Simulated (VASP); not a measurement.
All values below come from r2SCAN meta-GGA, VASP's PBE PAW potentials (set 64) (plane waves; VASP).

VASP input:

POSCAR:
```
TiC
2.1663680
  0.0000000000   1.0000000583   1.0000000583
  1.0000000583   0.0000000000   1.0000000583
  1.0000000583   1.0000000583   0.0000000000
Ti C
1 1
Cartesian
  0.0000000000   0.0000000000   0.0000000000
  1.0000000583   1.0000000583   1.0000000583
```

**KPOINTS_OPT**
```
k-points along high-symmetry lines
10
Line-mode
Reciprocal
  0.000000   0.000000   0.000000 ! GAMMA
  0.500000   0.000000   0.500000 ! X

  0.500000   0.000000   0.500000 ! X
  0.625000   0.250000   0.625000 ! U

  0.375000   0.375000   0.750000 ! K
  0.000000   0.000000   0.000000 ! GAMMA

  0.000000   0.000000   0.000000 ! GAMMA
  0.500000   0.500000   0.500000 ! L

  0.500000   0.500000   0.500000 ! L
  0.500000   0.250000   0.750000 ! W

  0.500000   0.250000   0.750000 ! W
  0.500000   0.000000   0.500000 ! X
```

**KPOINTS**
```
Automatic mesh
0
Gamma
16 16 16
0 0 0
```

### INCAR
```
ALGO  =  Normal
EDIFF  =  1E-7
ENCUT  =  520
ISIF  =  2
ISMEAR  =  -5
LASPH  =  .TRUE.
LCHARG  =  .FALSE.
LMAXMIX  =  4
LMIXTAU  =  .TRUE.
LORBIT  =  11
LREAL  =  .FALSE.
LWAVE  =  .FALSE.
METAGGA  =  R2SCAN
NEDOS  =  601
NELM  =  100
PREC  =  Accurate
SYSTEM  =  TiC
```

POTCAR, in this order: Ti_sv C (PBE.64 set). Program: vasp_std.

Output of the run:

**OUTCAR**
```
 ion  position               nearest neighbor table
   1  0.000  0.000  0.000-   2 2.17   2 2.17   2 2.17   2 2.17   2 2.17   2 2.17
   2  0.500  0.500  0.500-   1 2.17   1 2.17   1 2.17   1 2.17   1 2.17   1 2.17
  LATTYP: Found a face centered cubic cell.
 ALAT       =     4.3327362528
 Subroutine PRICEL returns:
 Original cell was already a primitive cell.
 Subroutine GETGRP returns: Found 48 space group operations
The static configuration has the point symmetry O_h .
The dynamic configuration has the point symmetry O_h .
 Subroutine INISYM returns: Found 48 space group operations
 Subroutine IBZKPT returns following result:
 Found    145 irreducible k-points:

 Following reciprocal coordinates:
            Coordinates               Weight
  0.000000  0.000000  0.000000      1.000000
  0.062500  0.000000  0.000000      8.000000
  0.125000  0.000000  0.000000      8.000000
  0.187500  0.000000  0.000000      8.000000
  0.250000  0.000000  0.000000      8.000000
  0.312500  0.000000  0.000000      8.000000
  0.375000  0.000000  0.000000      8.000000
  0.437500  0.000000  0.000000      8.000000
  0.500000  0.000000  0.000000      4.000000
  0.062500  0.062500  0.000000      6.000000
  0.125000  0.062500  0.000000     24.000000
  0.187500  0.062500  0.000000     24.000000
  0.250000  0.062500  0.000000     24.000000
  0.312500  0.062500  0.000000     24.000000
  0.375000  0.062500  0.000000     24.000000
  0.437500  0.062500  0.000000     24.000000
  0.500000  0.062500  0.000000     24.000000
 -0.437500  0.062500  0.000000     24.000000
 -0.375000  0.062500  0.000000     24.000000
 -0.312500  0.062500  0.000000     24.000000
 -0.250000  0.062500  0.000000     24.000000
 -0.187500  0.062500  0.000000     24.000000
 -0.125000  0.062500  0.000000     24.000000
 -0.062500  0.062500  0.000000     12.000000
...
```

OSZICAR:
```
       N       E                     dE             d eps       ncg     rms          rms(c)
DAV:   1     0.114704391018E+03    0.11470E+03   -0.86637E+03  3480   0.163E+03
DAV:   2    -0.235736039939E+02   -0.13828E+03   -0.13230E+03  3620   0.398E+02
DAV:   3    -0.334404036882E+02   -0.98668E+01   -0.95592E+01  4672   0.101E+02
DAV:   4    -0.339210202165E+02   -0.48062E+00   -0.47945E+00  4596   0.208E+01
DAV:   5    -0.339395049049E+02   -0.18485E-01   -0.18483E-01  4736   0.353E+00    0.193E+01
DAV:   6    -0.245868833904E+02    0.93526E+01   -0.27712E+01  4476   0.848E+01    0.532E+00
DAV:   7    -0.248248627392E+02   -0.23798E+00   -0.39602E+00  3964   0.279E+01    0.447E+00
DAV:   8    -0.248382902544E+02   -0.13428E-01   -0.37984E-01  4028   0.748E+00    0.220E+00
DAV:   9    -0.249060896310E+02   -0.67799E-01   -0.12718E-01  3900   0.574E+00    0.143E+00
DAV:  10    -0.248718696426E+02    0.34220E-01   -0.11244E-01  4452   0.529E+00    0.421E-01
DAV:  11    -0.248656274163E+02    0.62422E-02   -0.71808E-03  4400   0.958E-01    0.114E-01
DAV:  12    -0.248685273121E+02   -0.28999E-02   -0.67519E-03  3520   0.971E-01    0.531E-02
DAV:  13    -0.248692320684E+02   -0.70476E-03   -0.98205E-04  3600   0.343E-01    0.495E-02
DAV:  14    -0.248691870243E+02    0.45044E-04   -0.16884E-04  4984   0.168E-01    0.123E-02
DAV:  15    -0.248692166868E+02   -0.29663E-04   -0.21986E-05  4256   0.447E-02    0.713E-03
DAV:  16    -0.248692072998E+02    0.93869E-05   -0.31402E-06  3984   0.191E-02    0.739E-03
DAV:  17    -0.248692098244E+02   -0.25245E-05   -0.21155E-06  3816   0.230E-02    0.207E-03
DAV:  18    -0.248692089711E+02    0.85327E-06   -0.47280E-07  4056   0.768E-03    0.596E-04
DAV:  19    -0.248692091871E+02   -0.21604E-06   -0.20310E-08  1848   0.182E-03    0.297E-04
DAV:  20    -0.248692087437E+02    0.44343E-06   -0.94019E-09  1792   0.944E-04    0.998E-05
DAV:  21    -0.248692087969E+02   -0.53236E-07   -0.27755E-09  1768   0.595E-04
   1 F= -.24869209E+02 E0= -.24869209E+02  d E =0.000000E+00
       N       E                     dE             ncg
```

File OUTCAR:
```
------------------------ aborting loop because EDIFF is reached ----------------------------------------
  FORCE on cell =-STRESS in cart. coord.  units (eV):
  Direction    XX          YY          ZZ          XY          YZ          ZX
  --------------------------------------------------------------------------------------
  Total        0.0060589      0.0060589      0.0060589      0.0000000      0.0000000     -0.0000000
  in kB        0.4773928      0.4773928      0.4773928      0.0000000      0.0000000     -0.0000000
  external PRESSURE =       0.4773928 kB  Pullay stress =       0.0000000 kB
  volume of cell :       20.33
      direct lattice vectors                 reciprocal lattice vectors
     0.000000000  2.166368126  2.166368126    -0.230801032  0.230801032  0.230801032
     2.166368126  0.000000000  2.166368126     0.230801032 -0.230801032  0.230801032
     2.166368126  2.166368126  0.000000000     0.230801032  0.230801032 -0.230801032
 POSITION                                       TOTAL-FORCE (eV/Angst)
 -----------------------------------------------------------------------------------
      0.00000      0.00000      0.00000        -0.000000     -0.000000      0.000000
      2.16637      2.16637      2.16637         0.000000      0.000000     -0.000000
 -----------------------------------------------------------------------------------
    total drift:                                0.000000     -0.000000     -0.000000
  FREE ENERGIE OF THE ION-ELECTRON SYSTEM (eV)
  ---------------------------------------------------
  free  energy   TOTEN  =       -24.8692087969 eV

  energy  without entropy=      -24.8692087969  energy(sigma->0) =      -24.86920880

 total charge

# of ion       s       p       d       tot
------------------------------------------
    1        2.197   6.253   1.906  10.356
    2        0.907   1.518   0.000   2.425
--------------------------------------------------
tot          3.105   7.770   1.906  12.781
```
(Selected blocks of OUTCAR.)

For a metal the tetrahedron method with Blöchl corrections gives inexact stress and forces.

The structure was generated: TiC was put into the rock salt type (Fm-3m), which need not be its known phase. It was relaxed first, which changed the volume by -39 %.
